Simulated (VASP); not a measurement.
## NdO (space group Fm-3m): computed properties

Level of theory: PBEsol GGA, VASP's PBE PAW potentials (set 64) (plane waves; VASP 6.6.1).

| Property | Result |
|---|---|
| space group | Fm-3m (225) |
| cell | a = b = c = 4.9810 Å, α = β = γ = 90.00° |
| volume per atom | 15.45 Å³/atom |
| band gap (over mesh and band path) | none (metal, semimetal or under 0.01 eV) |
| Hill bulk modulus | 153 GPa |
| Hill shear modulus | 60.1 GPa |
| Poisson's ratio | 0.326 |
| density | 8.61 g/cm³ |
| optical Γ-point spectrum | 381 (×3) cm⁻¹ |
| C11 | 330 GPa |
| C12 | 64.5 GPa |
| C44 | 33.1 GPa |

```
NdO
1.0
    0.00000     2.49049     2.49049
    2.49049     0.00000     2.49049
    2.49049     2.49049     0.00000
Nd O
1 1
Direct
  0.00000   0.00000   0.00000
  0.50000   0.50000   0.50000
```

The 4f electrons are frozen in the core of the lanthanide potential, so 4f levels, which can set the real gap, and their magnetism are missing. Finite-difference elastic constants of metals are sensitive to mesh and smearing; shear constants can be off by tens of GPa.

The structure comes from a computed database's NdO entry (Fm-3m); how it stands against other phases isn't given here. It was relaxed first. Symmetry was kept, so distortions that lower it aren't found. The electron count is odd and the run is not spin-polarised, which forces a metal.
